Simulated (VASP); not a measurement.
Consider the following.

```
CELL_PARAMETERS angstrom
      0.00000     2.91938     2.91938
      2.91938     0.00000     2.91938
      2.91938     2.91938     0.00000
ATOMIC_POSITIONS crystal
  Ag 0.00000 0.00000 0.00000
  Br 0.50000 0.50000 0.50000
```

Level of theory: PBE GGA, VASP's PBE PAW potentials (set 64) (plane waves; VASP). Run with 520 eV cut-off, Gaussian smearing of 0.050 eV, potentials Ag Br.

Task: Give the energies of bands 2 to 11 at the high-symmetry points, in eV from the valence-band maximum.

Result: 
| band | Γ | X | U | L | W |
|---|---|---|---|---|---|
| 2 | -2.59 | -3.91 | -3.87 | -4.86 | -3.88 |
| 3 | -2.59 | -2.83 | -3.78 | -3.86 | -3.61 |
| 4 | -2.59 | -2.58 | -3.50 | -3.86 | -3.61 |
| 5 | -2.59 | -2.58 | -2.46 | -2.32 | -2.23 |
| 6 | -2.59 | -2.45 | -2.27 | -2.32 | -2.23 |
| 7 | -1.75 | -2.23 | -2.07 | -2.00 | -2.12 |
| 8 | -1.75 | -2.23 | -1.88 | 0.00 | -2.12 |
| 9 | -1.75 | -2.16 | -1.10 | 0.00 | -1.39 |
| 10 | 0.69 | 1.71 | 3.00 | 3.88 | 3.71 |
| 11 | 9.93 | 7.15 | 6.84 | 6.30 | 7.13 |

The gap is indirect, 0.69 eV, from the valence maximum at L to the conduction minimum at Γ.

The compound is AgBr in the rock salt structure. It was relaxed first.
